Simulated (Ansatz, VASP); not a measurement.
# Ga3Sb2As: VASP beside Ansatz

INCAR

```
ALGO = Normal ; EDIFF = 1E-6
ENCUT = 520 ; GGA = PE
ISIF = 2 ; ISMEAR = 0
LASPH = True ; LCHARG = True
LELF = True ; LREAL = False
LVHAR = True ; LWAVE = False
NBANDS = 36 ; NELM = 80
PREC = Accurate ; SIGMA = 0.1
```

KPOINTS

```
k-points
0
Gamma
  6 6 2
```

Contents of POSCAR:

```
Ga3Sb2As
1.0
    4.0383693400      0.0000000000      0.0000000000
   -2.0191846700      3.4973304400      0.0000000000
    0.0000000000      0.0000000000      9.8919442700
Ga Sb As
3 2 1
Direct
    0.0000000000      0.0000000000      0.0000000000
    0.6666666700      0.3333333300      0.3333333300
    0.3333333300      0.6666666700      0.6666666700
    0.6666666700      0.3333333300      0.0833333300
    0.3333333300      0.6666666700      0.4166666700
    0.0000000000      0.0000000000      0.7500000000
```

Input for Ansatz:

```yaml
crystal:
  lattice:
    - [4.03836934, 0.0, 0.0]
    - [-2.01918467, 3.49733044, 0.0]
    - [0.0, 0.0, 9.89194427]
  atoms:
    - { symbol: Ga, position: [0.0, 0.0, 0.0] }
    - { symbol: Ga, position: [0.66666667, 0.33333333, 0.33333333] }
    - { symbol: Ga, position: [0.33333333, 0.66666667, 0.66666667] }
    - { symbol: Sb, position: [0.66666667, 0.33333333, 0.08333333] }
    - { symbol: Sb, position: [0.33333333, 0.66666667, 0.41666667] }
    - { symbol: As, position: [0.0, 0.0, 0.75] }
basis:
  ecutwfc: 420
kpoints:
  mp_grid: { grid: [6, 6, 2] }
hamiltonian:
  xc: pbe
scf:
  occupations: { method: gaussian, width: 0.1 }
  lower_state_search: "off"
output:
  forces: true
  stress: true
  eigenvalues: true
```

Alike in both runs: task single point; functional PBE; k mesh 6 × 6 × 2; occupations gaussian, width 0.1 eV; no spin polarisation.

```csv
,VASP,Ansatz
version,VASP 6.6.1,Ansatz 0.2.0
potentials or method,"VASP PAW PBE potentials, release 64 (Ga_d, Sb, As)","scalar-relativistic, plane waves, PAW"
plane-wave cutoff (eV),520,420
valence electrons in the cell,54,84
```

|  | VASP | Ansatz | Ansatz less VASP |
| --- | --- | --- | --- |
| gap on the k mesh at the Fermi level (eV) | 0.39 | 0.39 | +0.005 |
| least direct gap on the mesh (eV) | 0.39 | 0.39 | +0.005 |
| pressure (GPa) | 14.3 | 14.1 | -0.18 |
| largest component of the traceless stress (GPa) | 0.40 | 0.40 | -0.002 |
| rms of the force components (eV/Å) | 0.470 | 0.469 | -0.0008 |

Atom by atom the forces differ by 0.001 eV/Å (rms over components). With one functional, cell and mesh, what is left measures potentials, basis and numerics. The two sets of potentials don't hold the same shells in valence.

Caveats: spin-orbit coupling is left out, which moves the levels of the heavy elements; forces of over 1 eV/Å show positions far from the minimum, so gaps and moduli don't describe the material at rest.
